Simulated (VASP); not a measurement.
**Lattice of Pt (Platinum), functional by functional**

How much does the relaxed cell of Pt (Platinum) depend on the functional? The starting structure is a measured crystal structure from the Crystallography Open Database. The first relaxation on each setting starts from this cell expanded by 3 % in volume.

Method: Kohn-Sham DFT with plane waves and PAW; PBEsol, LDA, PBE, PBEsol + D3(BJ), r2SCAN, r2SCAN + rVV10, optB86b-vdW and AM05, in VASP 6.6.1.

## 1. Starting point

Symmetry: Fm-3m, No. 225, cubic system. The conventional cell has a = 3.923 Å, b = 3.923 Å, c = 3.923 Å, α = 90.00°, β = 90.00°, γ = 90.00°. Nearest to Pt lie 12 Pt at 2.77 Å.

Coordinates:

```xyz
1
Lattice="0.0000 1.9615 1.9615 1.9615 0.0000 1.9615 1.9615 1.9615 0.0000" Properties=species:S:1:pos:R:3 pbc="T T T"
Pt    0.0000    0.0000    0.0000
```

## 2. Relaxation with PBEsol

PBEsol restores the gradient expansion of exchange and is tuned for the cells of solids. This run starts from the cell of an earlier relaxation, which isn't shown; the restart sets up the plane waves anew.

The input, INCAR:

```
SYSTEM = Pt
PREC = Accurate
ENCUT = 450
EDIFF = 1E-06
NELM = 100
ISMEAR = 1
SIGMA = 0.15
LREAL = .FALSE.
ALGO = Normal
GGA = PS
NBANDS = 11
LASPH = .TRUE.
LORBIT = 11
LWAVE = .FALSE.
LCHARG = .FALSE.
KPAR = 8
IBRION = 2
NSW = 50
ISIF = 3
EDIFFG = -0.006
```

The input, POSCAR:

```
Pt
1.0
    0.0000000000      1.9582164876      1.9582164876
    1.9582164876      0.0000000000      1.9582164876
    1.9582164876      1.9582164876      0.0000000000
Pt
1
Direct
    0.0000000000      0.0000000000      0.0000000000
```

The input, KPOINTS:

```
Automatic mesh
0
Gamma
20 20 20
0 0 0
```

Potentials, in the order of the species: Pt (PBE family, release 64).

On the command line:

```sh
mpirun -np 8 vasp_std
```

The log of the run:

```text
[banner, memory and clock lines left out]
running    8 mpi-ranks, on    1 nodes
 distrk:  each k-point on    1 cores,    8 groups
 distr:  one band on    1 cores,    1 groups

 POSCAR found type information on POSCAR Pt
 POSCAR found :  1 types and       1 ions
|                                                                             |
|           W    W    AA    RRRRR   N    N  II  N    N   GGGG   !!!           |
|           W    W   A  A   R    R  NN   N  II  NN   N  G    G  !!!           |
|           W    W  A    A  R    R  N N  N  II  N N  N  G       !!!           |
|           W WW W  AAAAAA  RRRRR   N  N N  II  N  N N  G  GGG   !            |
|           WW  WW  A    A  R   R   N   NN  II  N   NN  G    G                |
|           W    W  A    A  R    R  N    N  II  N    N   GGGG   !!!           |
|                                                                             |
|     For optimal performance we recommend to set                             |
|       NCORE = 2 up to number-of-cores-per-socket                            |
|     NCORE specifies how many cores store one orbital (NPAR=cpu/NCORE).      |
|     This setting can greatly improve the performance of VASP for DFT.       |
|     The default, NCORE=1 might be grossly inefficient on modern             |
|     multi-core architectures or massively parallel machines. Do your        |
|     Unfortunately you need to use the default for GW and RPA                |
|     calculations (for HF NCORE is supported but not extensively tested      |
|     yet).                                                                   |
|                                                                             |

|                                                                             |
|               ----> ADVICE to this user running VASP <----                  |
|                                                                             |
|     You enforced a specific xc type in the INCAR file but a different       |
|     [... a line on the potential file left out ...]
|     I HOPE YOU KNOW WHAT YOU ARE DOING!                                     |
|                                                                             |

 LDA part: xc-table for (Slater+PW92), standard interpolation
 POSCAR, INCAR and KPOINTS ok, starting setup
 FFT: planning ... GRIDC
 FFT: planning ... GRID_SOFT
 FFT: planning ... GRID
 WAVECAR not read
 entering main loop
       N       E                     dE             d eps       ncg     rms          rms(c)
DAV:   1     0.333219023231E+02    0.33322E+02   -0.49302E+03  5960   0.747E+02
DAV:   2    -0.691063801077E+01   -0.40233E+02   -0.38358E+02  6464   0.163E+02
DAV:   3    -0.741485322163E+01   -0.50422E+00   -0.50075E+00  6570   0.173E+01
DAV:   4    -0.741681333268E+01   -0.19601E-02   -0.19599E-02  6483   0.126E+00
DAV:   5    -0.741682883584E+01   -0.15503E-04   -0.15502E-04  6594   0.104E-01    0.135E+01
DAV:   6    -0.701345367494E+01    0.40338E+00   -0.92752E-01  6064   0.761E+00    0.687E+00
DAV:   7    -0.696892991671E+01    0.44524E-01   -0.15780E-01  6517   0.302E+00    0.259E+00
DAV:   8    -0.696486110337E+01    0.40688E-02   -0.61216E-03  6133   0.713E-01    0.633E-01
DAV:   9    -0.696461563631E+01    0.24547E-03   -0.15948E-04  6301   0.117E-01    0.318E-02
DAV:  10    -0.696461999743E+01   -0.43611E-05   -0.33986E-06  6941   0.128E-02    0.510E-03
DAV:  11    -0.696462018963E+01   -0.19221E-06   -0.49420E-08  3455   0.206E-03
   1 F= -.69646202E+01 E0= -.69646741E+01  d E =-.696462E+01
 curvature:   0.00 expect dE= 0.000E+00 dE for cont linesearch  0.000E+00
 trial: gam= 0.00000 g(F)=  0.000E+00 g(S)=  0.846E-06 ort = 0.000E+00 (trialstep = 0.100E+01)
 search vector abs. value=  0.846E-06
 reached required accuracy - stopping structural energy minimisation
```

Elapsed: 7.2 s, on 8 MPI ranks of Intel Xeon Platinum 8259CL at 2.50GHz (Skylake/Cascade Lake), shared host; peak memory 1.1 GiB; 48 s of CPU time.

The logs omit lines about the potential files and the build; timing stands in the text.

Parts of OUTCAR (step 2):

```text
ion  position               nearest neighbor table
   1  0.000  0.000  0.000-

  LATTYP: Found a face centered cubic cell.
 ALAT       =     3.9164329752

 Subroutine GETGRP returns: Found 48 space group operations
 (whereof 48 operations were pure point group operations)

The static configuration has the point symmetry O_h .

 Found    256 irreducible k-points:

   k-points           NKPTS =    256   k-points in BZ     NKDIM =    256   number of bands    NBANDS=     11

   dimension x,y,z NGX =    20 NGY =   20 NGZ =   20
   dimension x,y,z NGXF=    40 NGYF=   40 NGZF=   40

   ENCUT  =  450.0 eV  33.07 Ry    5.75 a.u.   4.79  4.79  4.79*2*pi/ulx,y,z

   NELECT =      10.0000    total number of electrons

 k-points in reciprocal lattice and weights: Automatic mesh
   0.00000000  0.00000000  0.00000000       0.000
   0.05000000  0.00000000  0.00000000       0.001
   0.10000000  0.00000000  0.00000000       0.001
   0.15000000  0.00000000  0.00000000       0.001
   0.20000000  0.00000000  0.00000000       0.001
   0.25000000  0.00000000  0.00000000       0.001
   0.30000000  0.00000000  0.00000000       0.001
   0.35000000  0.00000000  0.00000000       0.001
   0.40000000  0.00000000  0.00000000       0.001
[...]
-0.30000000  0.50000000  0.20000000       0.002
  -0.25000000  0.50000000  0.25000000       0.001

 average (electrostatic) potential at core
       1 -62.7542

 E-fermi :  11.1827

 k-point     1 :       0.0000    0.0000    0.0000
  band No.  band energies     occupation
    ...
      2       7.3475      2.00000
      3       7.3476      2.00000
      4       7.3476      2.00000
      5       9.5423      2.00000
      6       9.5423      2.00000
      7      25.7888      0.00000
      8      30.7708      0.00000
      9      30.7708      0.00000
     10      30.7708      0.00000
     11      36.0843      0.00000

 k-point     2 :       0.0500    0.0000    0.0000
  band No.  band energies     occupation
    ...
      2       7.3010      2.00000
      3       7.3885      2.00000
      4       7.3885      2.00000
      5       9.5186      2.00000
      6       9.5186      2.00000
      7      25.9488      0.00000
      8      30.2115      0.00000
      9      30.9275      0.00000
     10      30.9275      0.00000
     11      36.7069      0.00000

 k-point     3 :       0.1000    0.0000    0.0000
  band No.  band energies     occupation
    ...
      2       7.1775      2.00000
      3       7.4991      2.00000
      4       7.4991      2.00000
      5       9.4637      2.00000
      6       9.4637      2.00000
      7      26.3941      0.00000
      8      28.9929      0.00000
      9      31.3858      0.00000
     10      31.3858      0.00000
     11      37.6987      0.00000

  Total       -0.0024180     -0.0024180     -0.0024180      0.0000000     -0.0000000     -0.0000000
  in kB       -0.2579611     -0.2579611     -0.2579611      0.0000000     -0.0000000     -0.0000000
  external PRESSURE =      -0.2579611 kB  Pullay stress =       0.0000000 kB

  energy-cutoff  :      450.00
  volume of cell :       15.02
      direct lattice vectors                 reciprocal lattice vectors
     0.000000000  1.958216488  1.958216488    -0.255334384  0.255334384  0.255334384
     1.958216488  0.000000000  1.958216488     0.255334384 -0.255334384  0.255334384
     1.958216488  1.958216488  0.000000000     0.255334384  0.255334384 -0.255334384

 POSITION                                       TOTAL-FORCE (eV/Angst)
 -----------------------------------------------------------------------------------
      0.00000      0.00000      0.00000         0.000000      0.000000      0.000000
 -----------------------------------------------------------------------------------
    total drift:                                0.000000      0.000000     -0.000000

  FREE ENERGIE OF THE ION-ELECTRON SYSTEM (eV)
  ---------------------------------------------------
  free  energy   TOTEN  =        -6.9646201896 eV

  energy  without entropy=       -6.9647819504  energy(sigma->0) =       -6.96467411

 reached required accuracy - stopping structural energy minimisation

 total charge
# of ion       s       p       d       tot
------------------------------------------
    1        0.635   0.620   8.039   9.293

[... 3 further parts left out ...]
```

The PAW data sets were made with PBE, which is usual practice but a small mismatch for other functionals. The run keeps the 48 symmetry operations of its start, so it cannot find a distortion of lower symmetry.

With PBEsol the relaxed cell holds 15.018 Å³ an atom, -0.51 % against the measured cell, with a = 3.916 Å. Pressures at 0.985 and 1.015 times this volume, from two more relaxations that aren't shown, give a bulk modulus of 289.6 GPa.

## 3. Relaxation with LDA

LDA, the lowest rung, knows the local density alone. This run starts from the cell of an earlier relaxation, which isn't shown; the restart sets up the plane waves anew.

INCAR: that of step 2 with these lines changed.

```diff
@@ -9,3 +9,3 @@
 ALGO = Normal
-GGA = PS
+GGA = CA
 NBANDS = 11
```

The input, POSCAR:

```
Pt
1.0
    0.0000000000      1.9484734395      1.9484734395
    1.9484734395      0.0000000000      1.9484734395
    1.9484734395      1.9484734395      0.0000000000
Pt
1
Direct
    0.0000000000      0.0000000000      0.0000000000
```

KPOINTS is that of step 2.

PAW data sets: Pt (LDA family, release 64).

On the command line:

```sh
mpirun -np 8 vasp_std
```

The log of the run:

```text
[banner, memory and clock lines left out]
running    8 mpi-ranks, on    1 nodes
[...]
[... a notice as in an earlier step ...]

 LDA part: xc-table for (Slater(with rela. corr.)+CA(PZ))
 , standard interpolation
 POSCAR, INCAR and KPOINTS ok, starting setup
[...]
entering main loop
       N       E                     dE             d eps       ncg     rms          rms(c)
DAV:   1     0.335063057561E+02    0.33506E+02   -0.49124E+03  5843   0.745E+02
DAV:   2    -0.742143869126E+01   -0.40928E+02   -0.39251E+02  6479   0.165E+02
DAV:   3    -0.793872235078E+01   -0.51728E+00   -0.51388E+00  6596   0.176E+01
DAV:   4    -0.794066357434E+01   -0.19412E-02   -0.19411E-02  6502   0.128E+00
[...]
DAV:   9    -0.750660201475E+01    0.16263E-03   -0.10802E-04  6337   0.994E-02    0.132E-02
DAV:  10    -0.750660565755E+01   -0.36428E-05   -0.23027E-06  6695   0.102E-02    0.209E-03
DAV:  11    -0.750660571534E+01   -0.57794E-07   -0.42914E-08  3452   0.192E-03
   1 F= -.75066057E+01 E0= -.75066682E+01  d E =-.750661E+01
[...]
reached required accuracy - stopping structural energy minimisation
```

The job ended after 6.8 s (8 MPI ranks; peak memory 1.1 GiB).

OUTCAR, selected parts (step 3):

```text
  Total        0.0037780      0.0037780      0.0037780      0.0000000      0.0000000     -0.0000000
  in kB        0.4091281      0.4091281      0.4091281      0.0000000      0.0000000     -0.0000000
  external PRESSURE =       0.4091281 kB  Pullay stress =       0.0000000 kB

 POSITION                                       TOTAL-FORCE (eV/Angst)
 -----------------------------------------------------------------------------------
      0.00000      0.00000      0.00000         0.000000      0.000000      0.000000
 -----------------------------------------------------------------------------------
    total drift:                                0.000000      0.000000      0.000000

  FREE ENERGIE OF THE ION-ELECTRON SYSTEM (eV)
  ---------------------------------------------------
  free  energy   TOTEN  =        -7.5066057153 eV

  energy  without entropy=       -7.5067930320  energy(sigma->0) =       -7.50666815

[... 2 parts as in an earlier step ...]

[... 2 further parts left out ...]
[key lines of the parts left out:]
E-fermi :  11.5228
```

With LDA the relaxed cell holds 14.795 Å³ an atom, -1.99 % against the measured cell, with a = 3.897 Å. That is -1.49 % from PBEsol. Pressures at 0.985 and 1.015 times this volume, from two more relaxations that aren't shown, give a bulk modulus of 307.1 GPa.

## 4. Relaxation with PBE

PBE, the usual starting point, adds the gradient of the density.

INCAR: that of step 3 with these lines changed.

```diff
@@ -9,3 +9,3 @@
 ALGO = Normal
-GGA = CA
+GGA = PE
 NBANDS = 11
```

The input, POSCAR:

```
Pt
1.0
    0.0000000000      1.9809725503      1.9809725503
    1.9809725503      0.0000000000      1.9809725503
    1.9809725503      1.9809725503      0.0000000000
Pt
1
Direct
    0.0000000000      0.0000000000      0.0000000000
```

KPOINTS is that of step 3.

The projector-augmented-wave data sets are Pt (PBE family, release 64).

On the command line:

```sh
mpirun -np 8 vasp_std
```

The log of the run:

```text
[banner, memory and clock lines left out]
running    8 mpi-ranks, on    1 nodes
[...]
[... a notice as in an earlier step ...]

 LDA part: xc-table for (Slater+PW92), standard interpolation
 POSCAR, INCAR and KPOINTS ok, starting setup
[...]
entering main loop
       N       E                     dE             d eps       ncg     rms          rms(c)
DAV:   1     0.342804444470E+02    0.34280E+02   -0.47963E+03  5864   0.738E+02
DAV:   2    -0.595152085409E+01   -0.40232E+02   -0.38443E+02  6449   0.162E+02
DAV:   3    -0.647561361602E+01   -0.52409E+00   -0.52189E+00  6531   0.175E+01
DAV:   4    -0.647774102232E+01   -0.21274E-02   -0.21273E-02  6492   0.132E+00
[...]
DAV:   9    -0.609883296832E+01    0.16652E-03   -0.11075E-04  6322   0.921E-02    0.510E-02
DAV:  10    -0.609883588365E+01   -0.29153E-05   -0.38084E-06  6964   0.153E-02    0.538E-03
DAV:  11    -0.609883584672E+01    0.36925E-07   -0.37888E-08  3401   0.177E-03
   1 F= -.60988358E+01 E0= -.60988302E+01  d E =-.609884E+01
[...]
DAV:   3    -0.609753323055E+01    0.94753E-03   -0.44961E-03  6477   0.471E-01    0.232E-01
DAV:   4    -0.609759306671E+01   -0.59836E-04   -0.18593E-04  6262   0.843E-02    0.134E-02
DAV:   5    -0.609759503721E+01   -0.19705E-05   -0.21855E-06  7112   0.108E-02    0.379E-03
DAV:   6    -0.609759522479E+01   -0.18758E-06   -0.29512E-07  4204   0.342E-03
   2 F= -.60975952E+01 E0= -.60975587E+01  d E =0.124062E-02
 trial-energy change:    0.001241  1 .order    0.001199   -0.001638    0.004035
 step:   0.2798(harm=  0.2887)  dis= 0.00000  next Energy=    -6.099064 (dE=-0.228E-03)
[...]
N       E                     dE             d eps       ncg     rms          rms(c)
DAV:   1    -0.610991513002E+01   -0.12320E-01   -0.22135E-01  5845   0.434E+00    0.689E-01
DAV:   2    -0.609954036140E+01    0.10375E-01   -0.28777E-02  5797   0.127E+00    0.257E-01
DAV:   3    -0.609901001512E+01    0.53035E-03   -0.25999E-03  6465   0.360E-01    0.149E-01
DAV:   4    -0.609906044389E+01   -0.50429E-04   -0.11600E-04  6229   0.716E-02    0.116E-02
DAV:   5    -0.609905953699E+01    0.90690E-06   -0.17557E-06  6415   0.118E-02
   3 F= -.60990595E+01 E0= -.60990453E+01  d E =-.223690E-03
[...]
reached required accuracy - stopping structural energy minimisation
```

Run time: 18 s. Hardware: 8 MPI ranks; peak memory 1.2 GiB.

From OUTCAR (step 4):

```text
  Total       -0.0020772     -0.0020772     -0.0020772      0.0000000      0.0000000      0.0000000
  in kB       -0.2131322     -0.2131322     -0.2131322      0.0000000      0.0000000      0.0000000
  external PRESSURE =      -0.2131322 kB  Pullay stress =       0.0000000 kB

 POSITION                                       TOTAL-FORCE (eV/Angst)
 -----------------------------------------------------------------------------------
      0.00000      0.00000      0.00000         0.000000      0.000000      0.000000
 -----------------------------------------------------------------------------------
    total drift:                                0.000000     -0.000000     -0.000000

  FREE ENERGIE OF THE ION-ELECTRON SYSTEM (eV)
  ---------------------------------------------------
  free  energy   TOTEN  =        -6.0990595370 eV

  energy  without entropy=       -6.0990166924  energy(sigma->0) =       -6.09904526

[... 2 parts as in an earlier step ...]

[... 2 further parts left out ...]
[key lines of the parts left out:]
E-fermi :  10.6087
```

With PBE the relaxed cell holds 15.615 Å³ an atom, +3.44 % against the measured cell, with a = 3.968 Å. That is +3.97 % from PBEsol. Pressures at 0.985 and 1.015 times this volume, from two more relaxations that aren't shown, give a bulk modulus of 249.6 GPa.

## 5. Relaxation with PBEsol + D3(BJ)

D3 with Becke-Johnson damping keeps a finite attraction at short range. This run starts from the cell of an earlier relaxation, which isn't shown; the restart sets up the plane waves anew.

INCAR: that of step 4 with these lines changed.

```diff
@@ -9,3 +9,4 @@
 ALGO = Normal
-GGA = PE
+GGA = PS
+IVDW = 12
 NBANDS = 11
```

The input, POSCAR:

```
Pt
1.0
    0.0000000000      1.9401741529      1.9401741529
    1.9401741529      0.0000000000      1.9401741529
    1.9401741529      1.9401741529      0.0000000000
Pt
1
Direct
    0.0000000000      0.0000000000      0.0000000000
```

KPOINTS is that of step 4.

On the command line:

```sh
mpirun -np 8 vasp_std
```

The log of the run:

```text
[banner, memory and clock lines left out]
running    8 mpi-ranks, on    1 nodes
[...]
[... a notice as in an earlier step ...]

 [... a notice as in an earlier step ...]

 LDA part: xc-table for (Slater+PW92), standard interpolation
 POSCAR, INCAR and KPOINTS ok, starting setup
[...]
entering main loop
       N       E                     dE             d eps       ncg     rms          rms(c)
DAV:   1     0.334766200919E+02    0.33477E+02   -0.49005E+03  5904   0.746E+02
DAV:   2    -0.691569116137E+01   -0.40392E+02   -0.38722E+02  6496   0.165E+02
DAV:   3    -0.739765754889E+01   -0.48197E+00   -0.47851E+00  6516   0.171E+01
DAV:   4    -0.739950650257E+01   -0.18490E-02   -0.18488E-02  6521   0.125E+00
[...]
DAV:   9    -0.695386584721E+01    0.23586E-03   -0.15453E-04  6340   0.117E-01    0.285E-02
DAV:  10    -0.695387056219E+01   -0.47150E-05   -0.33798E-06  7022   0.127E-02    0.405E-03
DAV:  11    -0.695387073749E+01   -0.17529E-06   -0.49110E-08  3482   0.206E-03
   1 F= -.77273179E+01 E0= -.77274225E+01  d E =-.772732E+01
[...]
reached required accuracy - stopping structural energy minimisation
```

It took 8.8 s on 8 MPI ranks; peak memory 1.2 GiB; 59 s of CPU time.

From OUTCAR (step 5):

```text
 Edisp (eV)   -0.77345

  Total       0.00509     0.00509     0.00509    -0.00000     0.00000    -0.00000
  in kB       0.55777     0.55777     0.55777    -0.00000     0.00000    -0.00000
  external pressure =        0.56 kB  Pullay stress =        0.00 kB

  FREE ENERGIE OF THE ION-ELECTRON SYSTEM (eV)
  ---------------------------------------------------
  free  energy   TOTEN  =        -7.7273178691 eV

  energy  without entropy=       -7.7276318866  energy(sigma->0) =       -7.72742254

[... 3 parts as in an earlier step ...]

[... 2 further parts left out ...]
[key lines of the parts left out:]
E-fermi :  11.7319
```

With PBEsol + D3(BJ) the relaxed cell holds 14.607 Å³ an atom, -3.23 % against the measured cell, with a = 3.880 Å. That is -2.74 % from PBEsol. Pressures at 0.985 and 1.015 times this volume, from two more relaxations that aren't shown, give a bulk modulus of 318.6 GPa.

(Part 1 of 2 ends here.)

[Lines on the potential files, build, host, timing and source positions are cut from VASP's logs without a mark.]

[Logs are printed without paths, hosts, clocks, repeated set-up lines and the standing remarks that a program may print on its own settings, such as how far it seeks lower states.]

[Hosts, paths, dates, database ids (printed as entryN), source tags and the programs' standing remarks are cut or masked in the printed files.]
